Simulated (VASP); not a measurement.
Data:

```yaml
crystal:
  lattice:
    - [1.48030, -2.56396, 0.00000]
    - [1.48030, 2.56396, 0.00000]
    - [0.00000, 0.00000, 3.09685]
  atoms:
    - { symbol: Ti, position: [0.00000, 0.00000, 0.00000] }
    - { symbol: B, position: [0.33333, 0.66667, 0.50000] }
    - { symbol: B, position: [0.66667, 0.33333, 0.50000] }
```

The numbers are results of PBEsol GGA, VASP's PBE PAW potentials (set 64) (plane waves; VASP), not measurements. Numerical set-up: 620 eV cut-off, 12×12×10 Γ-centred mesh, first-order Methfessel-Paxton smearing of 0.10 eV, potentials Ti_sv B.

### Question
Estimate the energy per atom (σ→0), pressure, band gap (on the k-mesh) with the smallest direct gap where there is one.

### Answer

```yaml
band gap (on the k-mesh): none (metal, semimetal or under 0.01 eV)
energy per atom (σ→0): -8565 meV/atom
pressure: 20.12 GPa
```

The compound is TiB2 in the AlB2 type structure. It was relaxed first under an external pressure of 20 GPa.
